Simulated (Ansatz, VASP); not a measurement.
# SiC (Moissanite): VASP beside Ansatz, part 3 of 3

One calculation is typed for both programs; each brings its own data sets. How far apart do they land? The cell is taken from a series of runs on this material, whose earlier steps may have relaxed, scaled, displaced or heated it; both programs get it as it stands.

VASP 6.6.1 and Ansatz 0.2.0.

So far: Set-up; Ansatz: zone-centre phonons, LDA; VASP: zone-centre phonons, LDA.

## (3) VASP: zone-centre phonons, LDA (continued)

Level of this step: LDA; plane waves and PAW (Si, C) (VASP).

Numbers of over 12 decimals in the logs are rounded to 6 here.

OUTCAR, selected parts (step 3):

```text
ion  position               nearest neighbor table
   1  0.333  0.667  0.005-   4 1.87   4 1.87   4 1.87   3 1.89   2 3.07   2 3.07   2 3.07   2 3.07
                             2 3.07   2 3.07
   2  0.667  0.333  0.505-   3 1.87   3 1.87   3 1.87   4 1.89   1 3.07   1 3.07   1 3.07   1 3.07
                             1 3.07   1 3.07
   3  0.333  0.667  0.380-   2 1.87   2 1.87   2 1.87   1 1.89
   4  0.667  0.333  0.880-   1 1.87   1 1.87   1 1.87   2 1.89

  LATTYP: Found a hexagonal cell.
 ALAT       =     3.0564521919
 C/A-ratio  =     1.6410795185

 Subroutine GETGRP returns: Found 12 space group operations
 (whereof  6 operations were pure point group operations)

The static configuration has the point symmetry C_3v.
 The point group associated with its full space group is C_6v.

 Found     56 irreducible k-points:

   k-points           NKPTS =     56   k-points in BZ     NKDIM =     56   number of bands    NBANDS=     14

   dimension x,y,z NGX =    24 NGY =   24 NGZ =   40
   dimension x,y,z NGXF=    48 NGYF=   48 NGZF=   80

   ENCUT  =  600.0 eV  44.10 Ry    6.64 a.u.   6.10  6.10 10.02*2*pi/ulx,y,z

   NELECT =      16.0000    total number of electrons

 k-points in reciprocal lattice and weights: Automatic mesh
   0.00000000  0.00000000  0.00000000       0.002
   0.10000000 -0.00000000  0.00000000       0.010
   0.20000000 -0.00000000  0.00000000       0.010
   0.30000000  0.00000000  0.00000000       0.010
   0.40000000 -0.00000000  0.00000000       0.010
   0.50000000  0.00000000  0.00000000       0.005
   0.10000000  0.10000000  0.00000000       0.010
   0.20000000  0.10000000  0.00000000       0.020
   0.30000000  0.10000000  0.00000000       0.020
[...]
0.40000000  0.20000000  0.50000000       0.010
   0.30000000  0.30000000  0.50000000       0.010

 average (electrostatic) potential at core
       1 -81.6754       2 -81.6754       3 -48.7402       4 -48.7402

[...]
3.056452192  0.000000000  0.000000000     0.327176719  0.188895567  0.000000000
    -1.528226096  2.646965244  0.000000000     0.000000000  0.377791134  0.000000000
     0.000000000  0.000000000  5.015881091     0.000000000  0.000000000  0.199366768

 POSITION                                       TOTAL-FORCE (eV/Angst)
 -----------------------------------------------------------------------------------
      0.00000      1.76464      0.02302        -0.000000      0.000000      0.000276
      1.52823      0.88232      2.53096         0.000000     -0.000000      0.000276
      0.00000      1.76464      1.90809         0.000000      0.000000     -0.000276
      1.52823      0.88232      4.41603        -0.000000     -0.000000     -0.000276
 -----------------------------------------------------------------------------------
    total drift:                               -0.000000     -0.000000     -0.000106

 MACROSCOPIC STATIC DIELECTRIC TENSOR (including local field effects in DFT)
 ------------------------------------------------------
           6.916727     0.000000     0.000000
           0.000000     6.916727     0.000000
          -0.000000     0.000000     7.250830
 ------------------------------------------------------

 PIEZOELECTRIC TENSOR (including local field effects)  for field in x, y, z        (C/m^2)
          XX          YY          ZZ          XY          YZ          ZX
  --------------------------------------------------------------------------------
  x     0.00000     0.00000     0.00000     0.00000     0.00000     0.59608
  y    -0.00000     0.00000     0.00000     0.00000     0.59608     0.00000
  z     0.47060     0.47060    -0.80797     0.00000    -0.00000     0.00000

 BORN EFFECTIVE CHARGES (including local field effects) (in |e|, cummulative output)
 ---------------------------------------------------------------------------------
 ion    1
    1     2.67851     0.00000    -0.00000
    2     0.00000     2.67851    -0.00000
    3     0.00000     0.00000     2.87725
 ion    2
    1     2.67851     0.00000    -0.00000
    2     0.00000     2.67851     0.00000
    3     0.00000    -0.00000     2.87725
 ion    3
    1    -2.67851    -0.00000     0.00000
    2    -0.00000    -2.67851     0.00000
    3     0.00000    -0.00000    -2.87725
 ion    4
    1    -2.67851    -0.00000    -0.00000
    2    -0.00000    -2.67851     0.00000
    3     0.00000     0.00000    -2.87725

 Eigenvectors and eigenvalues of the dynamical matrix
 ----------------------------------------------------

   1 f  =   25.242189 THz   158.601350 2PiTHz  841.988788 cm-1   104.393258 meV
             X         Y         Z           dx          dy          dz
      0.000000  1.764643  0.023021     0.000000    0.000000   -0.008237
      1.528226  0.882322  2.530962     0.000000    0.000000    0.008237
      0.000000  1.764643  1.908093    -0.000000   -0.000000   -0.707059
      1.528226  0.882322  4.416034    -0.000000   -0.000000    0.707059

   2 f  =   24.014541 THz   150.887809 2PiTHz  801.038852 cm-1    99.316115 meV
             X         Y         Z           dx          dy          dz
      0.000000  1.764643  0.023021    -0.128864   -0.364932   -0.000000
      1.528226  0.882322  2.530962    -0.128864   -0.364932    0.000000
      0.000000  1.764643  1.908093     0.197048    0.558024    0.000000
      1.528226  0.882322  4.416034     0.197048    0.558024    0.000000

   3 f  =   24.014541 THz   150.887809 2PiTHz  801.038852 cm-1    99.316115 meV
             X         Y         Z           dx          dy          dz
      0.000000  1.764643  0.023021    -0.364932    0.128864   -0.000000
      1.528226  0.882322  2.530962    -0.364932    0.128864   -0.000000
      0.000000  1.764643  1.908093     0.558024   -0.197048    0.000000
      1.528226  0.882322  4.416034     0.558024   -0.197048    0.000000

   4 f  =   23.108104 THz   145.192498 2PiTHz  770.803373 cm-1    95.567395 meV
             X         Y         Z           dx          dy          dz
      0.000000  1.764643  0.023021    -0.000000   -0.000000   -0.387030
      1.528226  0.882322  2.530962     0.000000    0.000000   -0.387030
      0.000000  1.764643  1.908093    -0.000000   -0.000000    0.591783
      1.528226  0.882322  4.416034     0.000000    0.000000    0.591783

   5 f  =   23.010045 THz   144.576379 2PiTHz  767.532494 cm-1    95.161858 meV
             X         Y         Z           dx          dy          dz
      0.000000  1.764643  0.023021    -0.120912   -0.342407    0.000000
      1.528226  0.882322  2.530962     0.120912    0.342407    0.000000
      0.000000  1.764643  1.908093    -0.202029   -0.572120   -0.000000
      1.528226  0.882322  4.416034     0.202029    0.572120   -0.000000

   6 f  =   23.010045 THz   144.576379 2PiTHz  767.532494 cm-1    95.161858 meV
             X         Y         Z           dx          dy          dz
      0.000000  1.764643  0.023021    -0.342407    0.120912    0.000000
      1.528226  0.882322  2.530962     0.342407   -0.120912    0.000000
      0.000000  1.764643  1.908093    -0.572120    0.202029   -0.000000
      1.528226  0.882322  4.416034     0.572120   -0.202029   -0.000000

   7 f  =   17.948244 THz   112.772141 2PiTHz  598.688965 cm-1    74.227938 meV
             X         Y         Z           dx          dy          dz
      0.000000  1.764643  0.023021    -0.000000   -0.000000    0.707059
      1.528226  0.882322  2.530962     0.000000    0.000000   -0.707059
      0.000000  1.764643  1.908093    -0.000000   -0.000000   -0.008237
      1.528226  0.882322  4.416034     0.000000    0.000000    0.008237

   8 f  =    7.742495 THz    48.647531 2PiTHz  258.261835 cm-1    32.020372 meV
             X         Y         Z           dx          dy          dz
      0.000000  1.764643  0.023021    -0.202040   -0.572117   -0.000000
      1.528226  0.882322  2.530962     0.202040    0.572117   -0.000000
      0.000000  1.764643  1.908093     0.120918    0.342405   -0.000000
      1.528226  0.882322  4.416034    -0.120918   -0.342405   -0.000000

   9 f  =    7.742495 THz    48.647531 2PiTHz  258.261835 cm-1    32.020372 meV
             X         Y         Z           dx          dy          dz
      0.000000  1.764643  0.023021     0.572117   -0.202040   -0.000000
      1.528226  0.882322  2.530962    -0.572117    0.202040   -0.000000
      0.000000  1.764643  1.908093    -0.342405    0.120918   -0.000000
      1.528226  0.882322  4.416034     0.342405   -0.120918   -0.000000

  10 f/i=    0.000190 THz     0.001196 2PiTHz    0.006351 cm-1     0.000787 meV
             X         Y         Z           dx          dy          dz
      0.000000  1.764643  0.023021    -0.539556   -0.243101   -0.000000
      1.528226  0.882322  2.530962    -0.539556   -0.243101   -0.000000
      0.000000  1.764643  1.908093    -0.352855   -0.158981   -0.000000
      1.528226  0.882322  4.416034    -0.352855   -0.158981   -0.000000

  11 f/i=    0.000190 THz     0.001196 2PiTHz    0.006351 cm-1     0.000787 meV
             X         Y         Z           dx          dy          dz
      0.000000  1.764643  0.023021    -0.243101    0.539556    0.000000
      1.528226  0.882322  2.530962    -0.243101    0.539556    0.000000
      0.000000  1.764643  1.908093    -0.158981    0.352855    0.000000
      1.528226  0.882322  4.416034    -0.158981    0.352855    0.000000

  12 f/i=    0.000721 THz     0.004528 2PiTHz    0.024039 cm-1     0.002980 meV
             X         Y         Z           dx          dy          dz
      0.000000  1.764643  0.023021    -0.000000    0.000000   -0.591783
      1.528226  0.882322  2.530962    -0.000000    0.000000   -0.591783
      0.000000  1.764643  1.908093    -0.000000    0.000000   -0.387030
      1.528226  0.882322  4.416034    -0.000000    0.000000   -0.387030

 MACROSCOPIC STATIC DIELECTRIC TENSOR IONIC CONTRIBUTION
 ------------------------------------------------------
           3.223046     0.000000    -0.000000
           0.000000     3.223046     0.000000
          -0.000000     0.000000     4.016490
 ------------------------------------------------------

 ELASTIC MODULI CONTR FROM IONIC RELAXATION (kBar)
 Direction    XX          YY          ZZ          XY          YZ          ZX
 --------------------------------------------------------------------------------
 XX        -503.9719    262.1695    229.6140     -0.0000      0.0000      0.0000
 YY         262.1695   -503.9719    229.6140     -0.0000      0.0000     -0.0000
 ZZ         229.6140    229.6140   -436.0800      0.0000      0.0000     -0.0000
 XY          -0.0000     -0.0000      0.0000   -383.0707      0.0000     -0.0000
 YZ          -0.0000     -0.0000      0.0000      0.0000   -130.5614     -0.0000
 ZX           0.0000     -0.0000     -0.0000     -0.0000     -0.0000   -140.2852
 --------------------------------------------------------------------------------

 PIEZOELECTRIC TENSOR IONIC CONTR  for field in x, y, z        (C/m^2)
          XX          YY          ZZ          XY          YZ          ZX
  --------------------------------------------------------------------------------
  x     0.00000    -0.00000    -0.00000     0.00000    -0.00000    -0.63272
  y     0.00000    -0.00000     0.00000     0.00000    -0.61040    -0.00000
  z    -0.65571    -0.65571     1.24531    -0.00000    -0.00000     0.00000
```

## (4) Differences

Known differences besides the potentials themselves: fixed occupations in Ansatz, narrow Gaussian smearing in VASP; VASP's run holds the zone centre alone; the cutoff is 360 eV in Ansatz and 600 eV in VASP; VASP's log shows a relativistic correction to its local exchange, Ansatz's none; Ansatz's log warns that its cutoff lies below the recommended one. Total energies have different zeros and are not compared.

Both answers:

| quantity | Ansatz | VASP | difference |
| --- | --- | --- | --- |
| ε∞ xx | 6.88 | 6.92 | -0.59 % |
| ε∞ yy | 6.88 | 6.92 | -0.59 % |
| ε∞ zz | 7.24 | 7.25 | -0.13 % |
| Born charge of Si1 (mean of the diagonal) (e) | 2.76 | 2.74 | +0.02 |
| Born charge of C3 (mean of the diagonal) (e) | -2.76 | -2.74 | -0.02 |
| optical mode 1 to 2 (cm⁻¹) | 258.1 | 258.3 | -0.04 % |
| optical mode 3 (cm⁻¹) | 599.4 | 598.7 | +0.13 % |
| optical mode 4 to 5 (cm⁻¹) | 768.5 | 767.5 | +0.12 % |
| optical mode 6 (cm⁻¹) | 771.6 | 770.8 | +0.11 % |
| optical mode 7 to 8 (cm⁻¹) | 801.7 | 801.0 | +0.08 % |
| optical mode 9 (cm⁻¹) | 842.6 | 842.0 | +0.07 % |

Modes are paired by rising frequency, not by their patterns, so a pair may set unlike modes beside each other; they are those without the splitting of longitudinal modes.

## (5) Outcome

```json
{"r.m.s. difference of the optical zone-centre modes, each program's sorted by frequency (zone-centre phonons, LDA)": "0.69 cm⁻¹", "difference in ε∞ xx (zone-centre phonons, LDA)": "-0.6 %"}
```

**Reading.** The r.m.s. difference of the optical zone-centre modes, each program's sorted by frequency is 0.69 cm⁻¹ (zone-centre phonons, LDA). Among the rows given in per cent, the largest difference of the zone-centre phonons, LDA pair is in ε∞ xx, -0.6 %. Such differences can come from data sets, numerical settings and the points named under the comparisons, not from the functional's error against experiment.

[Lines on the potential files, build, host, timing and source positions are cut from VASP's logs without a mark.]

[Logs are printed without paths, hosts, clocks, repeated set-up lines and the standing remarks that a program may print on its own settings, such as how far it seeks lower states.]

[Hosts, paths, dates, database ids (printed as entryN), source tags and the programs' standing remarks are cut or masked in the printed files.]
